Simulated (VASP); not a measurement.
Output of a VASP run:

OSZICAR:
```
...
DAV:   6    -0.698922878678E+01    0.24600E-03   -0.74075E-04  7342   0.407E-01    0.115E-02
DAV:   7    -0.698923032437E+01   -0.15376E-05   -0.22005E-05  7422   0.419E-02    0.309E-03
DAV:   8    -0.698923195222E+01   -0.16278E-05   -0.19277E-06  4690   0.158E-02    0.129E-03
DAV:   9    -0.698923193627E+01    0.15947E-07   -0.13497E-07  3076   0.582E-03
   2 F= -.69892319E+01 E0= -.69892089E+01  d E =-.396117E-01
       N       E                     dE             d eps       ncg     rms          rms(c)
DAV:   1    -0.709351413755E+01   -0.10428E+00   -0.22616E+00  6388   0.252E+01    0.171E+00
DAV:   2    -0.701133401676E+01    0.82180E-01   -0.14641E-01  6852   0.648E+00    0.768E-01
DAV:   3    -0.699271070579E+01    0.18623E-01   -0.57967E-02  7672   0.393E+00    0.962E-02
DAV:   4    -0.699190691751E+01    0.80379E-03   -0.16842E-03  6022   0.531E-01    0.292E-02
DAV:   5    -0.699185202962E+01    0.54888E-04   -0.10697E-04  7684   0.846E-02    0.138E-02
DAV:   6    -0.699185269859E+01   -0.66896E-06   -0.76873E-06  6178   0.398E-02
   3 F= -.69918527E+01 E0= -.69917505E+01  d E =-.422325E-01
       N       E                     dE             d eps       ncg     rms          rms(c)
DAV:   1    -0.699308236071E+01   -0.12303E-02   -0.28432E-02  6392   0.290E+00    0.189E-01
DAV:   2    -0.699208459626E+01    0.99776E-03   -0.17392E-03  6894   0.710E-01    0.856E-02
DAV:   3    -0.699184700028E+01    0.23760E-03   -0.74449E-04  7680   0.446E-01    0.102E-02
DAV:   4    -0.699183011529E+01    0.16885E-04   -0.22694E-05  6208   0.635E-02    0.341E-03
DAV:   5    -0.699182715252E+01    0.29628E-05   -0.10145E-06  3442   0.111E-02    0.154E-03
DAV:   6    -0.699182649129E+01    0.66122E-06   -0.45342E-07  3002   0.109E-02
   4 F= -.69918265E+01 E0= -.69917319E+01  d E =-.422063E-01
       N       E                     dE             d eps       ncg     rms          rms(c)
DAV:   1    -0.699297250565E+01   -0.11454E-02   -0.26287E-02  6438   0.250E+00    0.176E-01
DAV:   2    -0.699212998779E+01    0.84252E-03   -0.16742E-03  7290   0.709E-01    0.861E-02
DAV:   3    -0.699188346718E+01    0.24652E-03   -0.72136E-04  7570   0.441E-01    0.153E-02
DAV:   4    -0.699188259474E+01    0.87244E-06   -0.62509E-05  6644   0.104E-01    0.453E-03
DAV:   5    -0.699188297632E+01   -0.38158E-06   -0.22119E-06  4174   0.201E-02
   5 F= -.69918830E+01 E0= -.69917845E+01  d E =-.564850E-04
       N       E                     dE             d eps       ncg     rms          rms(c)
DAV:   1    -0.699188626869E+01   -0.36740E-05   -0.54898E-05  6404   0.117E-01    0.767E-03
DAV:   2    -0.699188426887E+01    0.19998E-05   -0.31052E-06  4476   0.314E-02    0.373E-03
DAV:   3    -0.699188383466E+01    0.43421E-06   -0.16945E-06  3172   0.198E-02
   6 F= -.69918838E+01 E0= -.69917854E+01  d E =-.573434E-04
       N       E                     dE             d eps       ncg     rms          rms(c)
DAV:   1    -0.699207790015E+01   -0.19363E-03   -0.48442E-03  6844   0.772E-01    0.691E-02
DAV:   2    -0.699195152515E+01    0.12638E-03   -0.25908E-04  6986   0.284E-01    0.398E-02
DAV:   3    -0.699189576890E+01    0.55756E-04   -0.16027E-04  7506   0.201E-01    0.704E-03
DAV:   4    -0.699189369423E+01    0.20747E-05   -0.23698E-05  6514   0.696E-02    0.333E-03
DAV:   5    -0.699189333348E+01    0.36075E-06   -0.55734E-07  3064   0.164E-02
   7 F= -.69918933E+01 E0= -.69917985E+01  d E =-.949882E-05
```

**OUTCAR**
```
------------------------ aborting loop because EDIFF is reached ----------------------------------------
  FORCE on cell =-STRESS in cart. coord.  units (eV):
  Direction    XX          YY          ZZ          XY          YZ          ZX
  --------------------------------------------------------------------------------------
  Total       -0.0041395     -0.0041395      0.0042784      0.0000000      0.0000000      0.0000000
  in kB       -0.1143582     -0.1143582      0.1181945      0.0000000      0.0000000      0.0000000
  external PRESSURE =      -0.0368406 kB  Pullay stress =       0.0000000 kB
  volume of cell :       58.00
      direct lattice vectors                 reciprocal lattice vectors
    -2.984880430  2.984880430  1.627352685     0.000000000  0.167510898  0.307247473
     2.984880430 -2.984880430  1.627352685     0.167510898  0.000000000  0.307247473
     2.984880430  2.984880430 -1.627352685     0.167510898  0.167510898  0.000000000
 POSITION                                       TOTAL-FORCE (eV/Angst)
 -----------------------------------------------------------------------------------
      2.98488      0.00000      0.81368        -0.000000     -0.000000     -0.000000
      2.98488     -2.98488      1.62735         0.000000      0.000000      0.000000
 -----------------------------------------------------------------------------------
    total drift:                                0.000000     -0.000000      0.000000
  FREE ENERGIE OF THE ION-ELECTRON SYSTEM (eV)
  ---------------------------------------------------
  free  energy   TOTEN  =        -6.9918933335 eV

  energy  without entropy=       -6.9916087414  energy(sigma->0) =       -6.99179847

 reached required accuracy - stopping structural energy minimisation
```
(Selected blocks of OUTCAR.)

File POSCAR:
```
Sn
1
   -2.9150000000     2.9150000000     1.5900000000
    2.9150000000    -2.9150000000     1.5900000000
    2.9150000000     2.9150000000    -1.5900000000
Sn
2
Direct
  0.2500000000   0.7500000000   0.5000000000
  0.0000000000   0.0000000000   0.0000000000
```

Question: Reconstruct the remaining input files.

Answer: Several could match; the one computed here: the input of the run itself, revPBE GGA, plane waves, VASP's PBE PAW potentials (set 64).

KPOINTS:
```
kpoints
0
G
  12 12 12
```

**INCAR**
```
# general
SYSTEM =Sn
PREC   =Accurate
ENCUT  =520   # plane-wave cut-off (eV)
LREAL  =.FALSE.   # projection in real space or not
LASPH  =.TRUE.

# electronic loop
EDIFF  =1E-6   # SCF stop (eV)
NELM   =100   # most electronic steps
ALGO   =Normal   # blocked Davidson
LMAXMIX=4   # l cut-off of mixed one-centre charges

# smearing
ISMEAR =1
SIGMA  =0.1   # width (eV)

# functional
GGA    =RE

# ions
IBRION =2   # conjugate gradients
NSW    =60   # most ionic steps
ISIF   =3
EDIFFG =-0.01   # ionic stop

# output
LWAVE  =.FALSE.
LCHARG =.FALSE.
```

POTCAR, in this order: Sn_d (PBE.64 set). Program: vasp_std.

Energy and stress use the plane-wave basis of the starting cell.

The compound is Sn in the beta structure. This run relaxes it. Symmetry was kept, so distortions that lower it aren't found.
